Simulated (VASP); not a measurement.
# CaCdTeS: structure and properties in VASP, part 3 of 4

What structure does CaCdTeS take at this level, and what are its properties? The cell is invented: it takes the structure of a Materials Project entry for Cd2SeS (space group 156 there), with some of its atoms replaced by other elements, volume scaled by an estimate. It may not be a known or stable phase. The atoms of the start are displaced at random from the sites of a P3m1 cell.

VASP 6.6.1; PBEsol; plane waves and PAW (Te, Cd, Ca_sv, S); invented cell.

So far, gap on the k-mesh (eV): step 2 (rough relaxation of the start cell) 1.32; step 3 (full relaxation (PBEsol)) 1.34.

## Step 4: Single point with fields (PBEsol)

A single point on the relaxed cell gives a clean self-consistent state, with density, ELF and potential written out.

INCAR reads:

```
SYSTEM = CaCdTeS
PREC = Accurate
ENCUT = 400
EDIFF = 1E-06
NELM = 100
ISMEAR = 0
SIGMA = 0.05
LREAL = .FALSE.
ALGO = Normal
GGA = PS
NBANDS = 23
LORBIT = 11
LWAVE = .FALSE.
LCHARG = .TRUE.
ISIF = 2
LELF = .TRUE.
LVHAR = .TRUE.
```

POSCAR reads:

```
CaCdTeS
1.0
    4.0322934700     -2.3302470700      0.0000000000
    4.0322934700      2.3302470700      0.0000000000
   -0.0091079300      0.0000000000      6.5914840400
Te Cd Ca S
1 1 1 1
Direct
    0.3314229500      0.3314229500      0.6028676420
    0.9978386750      0.9978386750      0.4725470170
    0.3306577790      0.3306577790      0.0893667440
    0.9971897500      0.9971897500      0.0875165960
```

KPOINTS reads:

```
Automatic mesh
0
Gamma
6 6 4
0 0 0
```

The projector-augmented-wave data sets are Te, Cd, Ca_sv and S (PBE family, release 64).

The cell reached was symmetrised within 0.01 Å before this step, which raises the operations from 1 to 2, which the run then keeps.

Started as:

```console
$ mpirun -np 2 vasp_std
```

Log:

```text
[banner, memory and clock lines left out]
running    2 mpi-ranks, on    1 nodes
 distrk:  each k-point on    2 cores,    1 groups
 distr:  one band on    1 cores,    2 groups

 POSCAR found type information on POSCAR TeCdCaS
 POSCAR found :  4 types and       4 ions
 [... a notice as in an earlier step ...]

 LDA part: xc-table for (Slater+PW92), standard interpolation
|                                                                             |
|           W    W    AA    RRRRR   N    N  II  N    N   GGGG   !!!           |
|           W    W   A  A   R    R  NN   N  II  NN   N  G    G  !!!           |
|           W    W  A    A  R    R  N N  N  II  N N  N  G       !!!           |
|           W WW W  AAAAAA  RRRRR   N  N N  II  N  N N  G  GGG   !            |
|           WW  WW  A    A  R   R   N   NN  II  N   NN  G    G                |
|           W    W  A    A  R    R  N    N  II  N    N   GGGG   !!!           |
|                                                                             |
|     The number of bands has been changed from the values supplied in        |
|     The orbitals not found in the WAVECAR file will be initialized with     |
|     random numbers, which is usually adequate. For correlated               |
|     calculations, however, you should redo the groundstate calculation.     |
|     I found NBANDS = 23. Now, NBANDS = 24.                                  |
|                                                                             |

 POSCAR, INCAR and KPOINTS ok, starting setup
 FFT: planning ... GRIDC
 FFT: planning ... GRID_SOFT
 FFT: planning ... GRID
 WAVECAR not read
 entering main loop
       N       E                     dE             d eps       ncg     rms          rms(c)
DAV:   1     0.206201043404E+03    0.20620E+03   -0.13471E+04  2256   0.102E+03
DAV:   2    -0.404797637098E+01   -0.21025E+03   -0.20339E+03  2680   0.291E+02
DAV:   3    -0.163304522733E+02   -0.12282E+02   -0.12216E+02  3736   0.644E+01
DAV:   4    -0.168175946219E+02   -0.48714E+00   -0.48602E+00  3176   0.928E+00
DAV:   5    -0.168316023940E+02   -0.14008E-01   -0.14007E-01  3376   0.131E+00    0.755E+00
DAV:   6    -0.158487977915E+02    0.98280E+00   -0.19697E+00  3320   0.122E+01    0.605E+00
DAV:   7    -0.157585493681E+02    0.90248E-01   -0.85000E-01  3000   0.483E+00    0.317E+00
DAV:   8    -0.157553428479E+02    0.32065E-02   -0.14146E-01  2952   0.305E+00    0.599E-01
DAV:   9    -0.157535298254E+02    0.18130E-02   -0.19665E-02  2864   0.137E+00    0.232E-01
DAV:  10    -0.157543097089E+02   -0.77988E-03   -0.30360E-03  2952   0.368E-01    0.151E-01
DAV:  11    -0.157546898441E+02   -0.38014E-03   -0.74547E-04  2816   0.151E-01    0.554E-02
DAV:  12    -0.157546999954E+02   -0.10151E-04   -0.16255E-04  2928   0.913E-02    0.199E-02
DAV:  13    -0.157547230612E+02   -0.23066E-04   -0.43563E-05  2480   0.296E-02    0.900E-03
DAV:  14    -0.157547235451E+02   -0.48393E-06   -0.15888E-06  2432   0.105E-02
   1 F= -.15754724E+02 E0= -.15754724E+02  d E =-.254291E-22
```

Elapsed: 35 s, on 2 MPI ranks of Intel Xeon Platinum 8488C (Sapphire Rapids), shared host; peak memory 0.43 GiB.

Parts of OUTCAR (step 4):

```text
  LATTYP: Found a base centered monoclinic cell.
 ALAT       =     8.0645869400
 B/A-ratio  =     0.5778961991
 C/A-ratio  =     0.8173376246
 COS(beta)  =    -0.0013817710

 Subroutine GETGRP returns: Found  2 space group operations
 (whereof  2 operations were pure point group operations)

The static configuration has the point symmetry C_1h.

 Found     47 irreducible k-points:

   k-points           NKPTS =     47   k-points in BZ     NKDIM =     47   number of bands    NBANDS=     24

   ENCUT  =  400.0 eV  29.40 Ry    5.42 a.u.   7.59  7.59 10.75*2*pi/ulx,y,z

   NELECT =      34.0000    total number of electrons

 E-fermi :   2.2657

 k-point     1 :       0.0000    0.0000    0.0000
  band No.  band energies     occupation
    ...
     13       0.0993      2.00000
     14       0.1022      2.00000
     15       1.7766      2.00000
     16       1.7781      2.00000
     17       1.9360      2.00000
     18       3.2741      0.00000
     19       5.0102      0.00000
     20       6.0740      0.00000
     21       6.0794      0.00000
     22       6.3599      0.00000
    ...

 k-point     2 :       0.1667   -0.0000    0.0000
  band No.  band energies     occupation
    ...
     13      -0.1342      2.00000
     14       0.1302      2.00000
     15       0.6268      2.00000
     16       1.5659      2.00000
     17       1.7065      2.00000
     18       4.3834      0.00000
     19       5.3455      0.00000
     20       5.9507      0.00000
     21       6.0694      0.00000
     22       6.5493      0.00000
    ...

  Total       -0.0098199     -0.0220687     -0.0324664      0.0000000      0.0000000      0.0046385
  in kB       -0.1270132     -0.2854434     -0.4199301      0.0000000      0.0000000      0.0599958
  external PRESSURE =      -0.2774622 kB  Pullay stress =       0.0000000 kB

  energy-cutoff  :      400.00
  volume of cell :      123.87
      direct lattice vectors                 reciprocal lattice vectors
     4.032293470 -2.330247070  0.000000000     0.123998911 -0.214569522  0.000171338
     4.032293470  2.330247070  0.000000000     0.123998911  0.214569522  0.000171338
    -0.009107930  0.000000000  6.591484040     0.000000000  0.000000000  0.151710904

 POSITION                                       TOTAL-FORCE (eV/Angst)
 -----------------------------------------------------------------------------------
      2.66730      0.00000      3.97379         0.000155      0.000000     -0.004727
      8.04285      0.00000      3.11479        -0.001963      0.000000     -0.002121
      2.66580      0.00000      0.58906         0.001388      0.000000     -0.000611
      8.04113      0.00000      0.57686         0.000420      0.000000      0.007459
 -----------------------------------------------------------------------------------
    total drift:                               -0.001115      0.000000      0.000295

  FREE ENERGIE OF THE ION-ELECTRON SYSTEM (eV)
  ---------------------------------------------------
  free  energy   TOTEN  =       -15.7547235451 eV

  energy  without entropy=      -15.7547235451  energy(sigma->0) =      -15.75472355

 total charge
# of ion       s       p       d       tot
------------------------------------------
    1        1.351   2.065   0.017   3.433
    2        0.460   0.328   9.530  10.317
    3        2.039   5.850   0.255   8.144
    4        1.321   2.428   0.000   3.748
--------------------------------------------------
tot          5.171  10.670   9.802  25.642

[... 1 part as in an earlier step ...]

[... 7 further parts left out ...]
```

Numbers from this step:

```
SCF cycles                     : 14
bands                          : 24
irreducible k-points           : 47
symmetry operations            : 2
free energy (TOTEN)            : -15.75 eV
Fermi energy                   : 2.266 eV
pressure                       : -0.02775 GPa
gap on the k-mesh              : 1.338 eV
least direct gap on the k-mesh : 1.338 eV
```

Valence electrons inside each PAW sphere by angular momentum. Sphere charges, by row:

```csv
atom,s (e),p (e),d (e),tot (e)
Te1,1.351,2.065,0.017,3.433
Cd2,0.46,0.328,9.53,10.32
Ca3,2.039,5.85,0.255,8.144
S4,1.321,2.428,0,3.748
```

Valence density in the ac plane at fractional y = 0.331, with atoms of Te and Ca within 0.2 Å of it. It is the smooth field of the valence electrons, not physical close to the nuclei.

Values in e/Å³, 19 rows by 14 columns, each cell a mean:
```
 0.1  0.1  0.1  0.4  0.8  0.7  0.4  0.1  0.1  0.1  0.1  0.1  0.1  0.1
 0.0  0.0  0.1  0.1  0.2  0.2  0.1  0.1  0.0  0.0  0.0  0.0  0.0  0.0
 0.0  0.1  0.1  0.1  0.2  0.2  0.1  0.1  0.0  0.0  0.0  0.0  0.0  0.0
 0.0  0.1  0.2  0.2  0.3  0.3  0.2  0.1  0.1  0.0  0.0  0.0  0.0  0.0
 0.1  0.2  0.3  0.4  0.5  0.5  0.4  0.3  0.1  0.1  0.0  0.0  0.0  0.0
 0.1  0.3  0.4  0.5  0.4  0.4  0.5  0.4  0.2  0.1  0.1  0.0  0.0  0.1
 0.2  0.3  0.5  0.3 -0.1  0.0  0.4  0.5  0.3  0.2  0.1  0.1  0.1  0.1
 0.2  0.4  0.5  0.2 -0.3 -0.2  0.3  0.5  0.3  0.2  0.1  0.1  0.1  0.1
 0.2  0.3  0.5  0.4  0.2  0.2  0.4  0.5  0.3  0.2  0.1  0.1  0.1  0.1
 0.2  0.3  0.4  0.5  0.5  0.5  0.5  0.4  0.2  0.2  0.1  0.1  0.1  0.1
 0.1  0.2  0.2  0.3  0.4  0.4  0.3  0.2  0.2  0.1  0.1  0.1  0.1  0.1
 0.1  0.1  0.1  0.2  0.2  0.2  0.2  0.1  0.1  0.1  0.1  0.1  0.1  0.1
 0.1  0.1  0.1  0.1  0.1  0.1  0.1  0.1  0.1  0.1  0.1  0.1  0.1  0.1
 0.0  0.0  0.1  0.1  0.2  0.1  0.1  0.1  0.0  0.0  0.1  0.1  0.1  0.1
 0.1  0.1  0.1  0.4  0.8  0.7  0.4  0.1  0.1  0.1  0.1  0.1  0.1  0.1
 0.1  0.1  0.5  1.9  3.3  3.1  1.6  0.4  0.1  0.1  0.1  0.1  0.1  0.1
 0.1  0.2  1.1  3.6  5.8  5.5  3.2  0.8  0.2  0.1  0.1  0.2  0.2  0.1
 0.1  0.2  1.1  3.6  5.8  5.5  3.2  0.8  0.2  0.1  0.1  0.2  0.2  0.1
 0.1  0.1  0.5  1.9  3.4  3.2  1.7  0.4  0.1  0.1  0.1  0.1  0.1  0.1
```
Columns run along a (4.7 Å), rows up along c (6.6 Å). Atoms in or near the plane, at fractional coordinates: Te at (0.33, 0.60), Ca at (0.33, 0.09).

Electrostatic potential energy in the ac plane at fractional y = 0.331, with atoms of Te and Ca within 0.2 Å of it. With pseudopotentials it is smooth inside the atoms' cores, unlike the true potential.

Ten even steps from '_' (-77 eV) to '@' (5 eV), each cell a mean:
```
@@@@%%%%####%%@@@@@@@@@@@@@@
@@@@@@@@@@@@@@@@@@@@@@@@@@@@
@@@@@@@@@@@@@@@@@@@@@@@@@@@@
@@@@@@@@@@@@@@@@@@@@@@@@@@@@
@@@@@@##****%%@@@@@@@@@@@@@@
@@@@##--....--##@@@@@@@@@@@@
@@%%++________++%%@@@@@@@@@@
@@%%==________++%%@@@@@@@@@@
@@%%**..____..**@@@@@@@@@@@@
@@@@%%++----**%%@@@@@@@@@@@@
@@@@@@%%%%%%@@@@@@@@@@@@@@@@
@@@@@@@@@@@@@@@@@@@@@@@@@@@@
@@@@@@@@@@@@@@@@@@@@@@@@@@@@
@@@@@@@@%%@@@@@@@@@@@@@@@@@@
@@@@%%%%####%%@@@@@@@@@@@@@@
@@@@%%##****##%%@@@@@@@@@@@@
@@%%##**++++**##@@@@@@@@@@@@
@@%%##**++++**##@@@@@@@@@@@@
@@@@%%******##%%@@@@@@@@@@@@
```
Columns run along a (4.7 Å; values clipped at the 3rd and 97th percentile), rows up along c (6.6 Å). Atoms in or near the plane, at fractional coordinates: Te at (0.33, 0.60), Ca at (0.33, 0.09).

ELF in the ac plane at fractional y = 0.331, with atoms of Te and Ca within 0.2 Å of it. It is the smooth field of the valence electrons, not physical close to the nuclei.

Ten even steps from '0' (0.02) to '9' (0.91), each cell a mean:
```
10146630014554
00001100001221
01344443100000
25899997410000
47999999741001
68999999852002
68986789862112
68875579862112
58987789852112
47898898732112
35889987521111
13577775311111
11122221111111
00001100001221
10146630013443
10477873025665
21676675127776
21676675127886
10477773026776
```
Columns run along a (4.7 Å), rows up along c (6.6 Å). Atoms in or near the plane, at fractional coordinates: Te at (0.33, 0.60), Ca at (0.33, 0.09).

The pressure is -0.03 GPa and the largest force 0.007 eV/Å.

## Step 5: Band structure (PBEsol)

The mesh alone shows little of the dispersion and can miss band extrema, so KPOINTS_OPT adds a path through the symmetry points after the self-consistent cycle.

INCAR reads:

```
SYSTEM = CaCdTeS
PREC = Accurate
ENCUT = 400
EDIFF = 1E-06
NELM = 100
ISMEAR = 0
SIGMA = 0.05
LREAL = .FALSE.
ALGO = Normal
GGA = PS
NBANDS = 31
LORBIT = 11
LWAVE = .FALSE.
LCHARG = .FALSE.
KPAR = 2
```

POSCAR is that of step 4.

KPOINTS is that of step 4.

KPOINTS_OPT reads:

```
Line mode
16
Line-mode
Reciprocal
  0.00000000   0.00000000   0.00000000 GAMMA
  0.50000000   0.50000000  -1.00000000 Y

  0.50000000   0.50000000  -1.00000000 Y
  0.12703762   0.12703762  -1.49802820 F

  0.12703762   0.12703762  -1.49802820 F
  0.50000000   0.50000000  -0.50000000 L

  0.50000000   0.50000000  -0.50000000 L
  0.66664998   0.33335002  -0.50000000 I

  0.33335002  -0.33335002   0.50000000 I1
  0.00000000   0.00000000   0.50000000 Z

  0.00000000   0.00000000   0.50000000 Z
  0.87296238   0.87296238   0.49802820 F1

  0.50000000   0.50000000  -1.00000000 Y
  0.54181199   0.45818801  -1.00000000 X1

  0.45818801  -0.45818801   0.00000000 X
  0.00000000   0.00000000   0.00000000 GAMMA

  0.00000000   0.00000000   0.00000000 GAMMA
  0.50000000   0.00000000  -0.50000000 N

  0.50000000   0.00000000   0.00000000 M
  0.00000000   0.00000000   0.00000000 GAMMA
```

Started as:

```console
$ mpirun -np 2 vasp_std
```

Log:

```text
[... set-up lines as in an earlier step ...]
 entering main loop
       N       E                     dE             d eps       ncg     rms          rms(c)
DAV:   1     0.207439697505E+03    0.20744E+03   -0.12941E+04  2914   0.788E+02
DAV:   2    -0.430487964066E+01   -0.21174E+03   -0.20277E+03  3287   0.242E+02
DAV:   3    -0.163776452603E+02   -0.12073E+02   -0.11957E+02  4558   0.527E+01
DAV:   4    -0.168224963672E+02   -0.44485E+00   -0.44163E+00  4086   0.713E+00
DAV:   5    -0.168317434944E+02   -0.92471E-02   -0.92469E-02  3971   0.925E-01    0.754E+00
DAV:   6    -0.158513785209E+02    0.98036E+00   -0.11581E+00  3606   0.946E+00    0.604E+00
DAV:   7    -0.157580922121E+02    0.93286E-01   -0.66149E-01  3495   0.367E+00    0.315E+00
DAV:   8    -0.157547088716E+02    0.33833E-02   -0.97023E-02  3868   0.218E+00    0.552E-01
DAV:   9    -0.157536117135E+02    0.10972E-02   -0.10554E-02  3661   0.923E-01    0.239E-01
DAV:  10    -0.157543787791E+02   -0.76707E-03   -0.20923E-03  3371   0.285E-01    0.136E-01
DAV:  11    -0.157547034767E+02   -0.32470E-03   -0.44269E-04  3356   0.904E-02    0.545E-02
DAV:  12    -0.157547056571E+02   -0.21804E-05   -0.95489E-05  3651   0.622E-02    0.152E-02
DAV:  13    -0.157547229217E+02   -0.17265E-04   -0.31715E-05  3299   0.212E-02    0.903E-03
DAV:  14    -0.157547240150E+02   -0.10933E-05   -0.81911E-07  3179   0.443E-03    0.418E-03
DAV:  15    -0.157547252748E+02   -0.12597E-05   -0.20665E-06  2783   0.621E-03    0.164E-03
DAV:  16    -0.157547252534E+02    0.21364E-07   -0.96417E-08  2305   0.216E-03
   1 F= -.15754725E+02 E0= -.15754725E+02  d E =-.507627E-19
 Start KPOINTS_OPT (optional k-point list driver)
k-point batch [1-47\160]
       N       E                     dE             ncg
DAV:   1    -0.277745045849E+04   -0.27703E+05     2922
DAV:   2    -0.126579903910E+05   -0.98805E+04     3257
DAV:   3    -0.131996600587E+05   -0.54167E+03     4518
DAV:   4    -0.132205168386E+05   -0.20857E+02     4111
DAV:   5    -0.132208774798E+05   -0.36064E+00     3957
DAV:   6    -0.132208803327E+05   -0.28530E-02     3904
DAV:   7    -0.132208804127E+05   -0.79994E-04     4128
DAV:   8    -0.132208804134E+05   -0.72597E-06     2562
[...]
k-point batch [142-160\160]
       N       E                     dE             ncg
DAV:   1     0.117955417003E+05   -0.93532E+04     1178
DAV:   2     0.775622347846E+04   -0.40393E+04     1326
DAV:   3     0.753147296616E+04   -0.22475E+03     1909
DAV:   4     0.752350841786E+04   -0.79645E+01     1640
DAV:   5     0.752332184561E+04   -0.18657E+00     1655
DAV:   6     0.752332034974E+04   -0.14959E-02     1523
DAV:   7     0.752332031006E+04   -0.39679E-04     1712
DAV:   8     0.752332030978E+04   -0.28132E-06     1042
```

Run time: 1.9 min. Hardware: 2 MPI ranks; peak memory 0.65 GiB; 3.8 min of CPU time.

Parts of OUTCAR (step 5):

```text
   k-points           NKPTS =     47   k-points in BZ     NKDIM =     47   number of bands    NBANDS=     31

   NELECT =      34.0000    total number of electrons

 E-fermi :   2.2358

 k-point     1 :       0.0000    0.0000    0.0000
  band No.  band energies     occupation
    ...
     13       0.0993      2.00000
     14       0.1022      2.00000
     15       1.7770      2.00000
     16       1.7785      2.00000
     17       1.9363      2.00000
     18       3.2748      0.00000
     19       5.0109      0.00000
     20       6.0742      0.00000
     21       6.0795      0.00000
     22       6.3603      0.00000
    ...

  Total       -0.0130706     -0.0253123     -0.0343879      0.0000000      0.0000000      0.0046353
  in kB       -0.1690590     -0.3273969     -0.4447838      0.0000000      0.0000000      0.0599540
  external PRESSURE =      -0.3137466 kB  Pullay stress =       0.0000000 kB

 POSITION                                       TOTAL-FORCE (eV/Angst)
 -----------------------------------------------------------------------------------
      2.66730      0.00000      3.97379         0.000155      0.000000     -0.004787
      8.04285      0.00000      3.11479        -0.001963      0.000000     -0.002064
      2.66580      0.00000      0.58906         0.001388      0.000000     -0.000534
      8.04113      0.00000      0.57686         0.000420      0.000000      0.007384
 -----------------------------------------------------------------------------------
    total drift:                               -0.001111      0.000000      0.000059

  FREE ENERGIE OF THE ION-ELECTRON SYSTEM (eV)
  ---------------------------------------------------
  free  energy   TOTEN  =       -15.7547252534 eV

  energy  without entropy=      -15.7547252534  energy(sigma->0) =      -15.75472525

[... 8 parts as in an earlier step ...]

[... 8 further parts left out ...]
```

Within 0.02 Å the cell has space group P3m1; at a tight tolerance a small distortion makes it Cm. Spin-orbit coupling is off here; with elements this heavy it splits and shifts levels by tenths of an eV or more. The path was typed for another setting of this lattice: F, F1, X, X1 and Y lie outside the first zone, so these labels don't mark the standard points and true extrema may be missed.

This step gave:

* SCF cycles: 16
* bands: 31
* Fermi energy: 2.236 eV
* pressure: -0.03137 GPa
* least gap on mesh and path: 1.339 eV
* least direct gap on mesh and path: 1.339 eV

Electronic bands along the path, in eV, zero at the valence-band top; v1 is the highest filled band, c1 the lowest empty one:

```csv
point,v4,v3,v2,v1,c1,c2,c3,c4
Γ,-1.83,-0.16,-0.16,0.00,1.34,3.07,4.14,4.14
0.53 of the way,-1.63,-1.44,-0.91,-0.86,2.86,3.80,4.65,4.97
Y,-2.11,-1.85,-1.11,-0.71,2.65,3.69,3.75,3.93
0.53 of the way,-1.89,-1.71,-0.80,-0.78,2.82,3.66,4.20,4.67
F,-1.73,-1.45,-0.64,-0.48,2.66,4.15,4.57,4.73
0.47 of the way,-1.97,-1.80,-0.66,-0.61,2.83,3.71,3.84,4.13
L,-1.58,-1.37,-1.14,-1.00,2.58,3.10,4.45,4.56
0.47 of the way,-1.98,-1.51,-1.15,-0.92,3.03,3.34,4.18,4.38
I,-2.45,-1.65,-1.07,-0.92,3.06,3.56,4.10,5.05
jump to I1,-2.45,-1.65,-1.07,-0.92,3.06,3.56,4.10,5.05
0.53 of the way,-1.69,-1.38,-1.11,-0.83,3.34,3.90,4.31,4.70
Z,-1.77,-1.49,-0.30,-0.30,2.16,3.96,4.71,4.72
0.47 of the way,-1.58,-1.38,-1.11,-0.99,2.64,3.21,4.58,4.59
F1,-1.73,-1.45,-0.64,-0.48,2.66,4.15,4.57,4.73
jump to Y,-2.11,-1.85,-1.11,-0.71,2.65,3.69,3.75,3.93
0.47 of the way,-2.11,-1.87,-1.12,-0.73,2.70,3.56,3.78,4.03
X1,-2.10,-1.93,-1.13,-0.80,2.88,3.36,3.76,4.16
jump to X,-2.10,-1.93,-1.13,-0.80,2.88,3.36,3.76,4.16
0.47 of the way,-2.29,-1.92,-1.11,-0.96,3.03,3.51,3.98,4.22
Γ,-1.83,-0.16,-0.16,0.00,1.34,3.07,4.14,4.14
0.47 of the way,-1.73,-1.69,-0.62,-0.57,2.69,4.11,4.21,4.35
N,-1.58,-1.37,-1.14,-0.99,2.58,3.10,4.44,4.57
jump to M,-2.12,-1.85,-1.12,-0.71,2.65,3.70,3.75,3.94
0.47 of the way,-1.86,-1.79,-0.56,-0.54,2.82,3.67,3.88,4.11
Γ,-1.83,-0.16,-0.16,0.00,1.34,3.07,4.14,4.14
```

Of the projections kept (Te, Cd, Ca, S), the largest for each band there; the rest of the weight can lie on other orbitals:

```csv
point,v4,v3,v2,v1,c1,c2,c3,c4
Γ,S 0.77,Te 0.77,Te 0.77,Te 0.46,Cd 0.55,Ca 0.50,Ca 0.85,Ca 0.85
Y,S 0.69,S 0.53,Te 0.71,Te 0.46,Cd 0.53,Ca 0.86,Ca 0.60,Ca 0.68
F,S 0.80,S 0.44,Te 0.56,Te 0.77,Cd 0.50,Ca 0.48,Cd 0.43,Ca 0.86
L,S 0.57,Te 0.42,Te 0.49,S 0.50,Cd 0.56,Ca 0.55,Ca 0.56,Ca 0.91
I,Te 0.66,S 0.77,Te 0.47,S 0.58,Ca 0.85,Cd 0.53,Ca 0.86,Ca 0.68
I1,Te 0.66,S 0.77,Te 0.47,S 0.58,Ca 0.85,Cd 0.53,Ca 0.86,Ca 0.68
```

The path finds the gap of the mesh within 0.02 eV, so the mesh comes close to both band edges.

[end of part 3 of 4]

[Lines on the potential files, build, host, timing and source positions are cut from VASP's logs without a mark.]

[Logs are printed without paths, hosts, clocks, repeated set-up lines and the standing remarks that a program may print on its own settings, such as how far it seeks lower states.]

[Hosts, paths, dates, database ids (printed as entryN), source tags and the programs' standing remarks are cut or masked in the printed files.]

[A measured line is paired with the nearest computed mode of its activity, which favours agreement.]
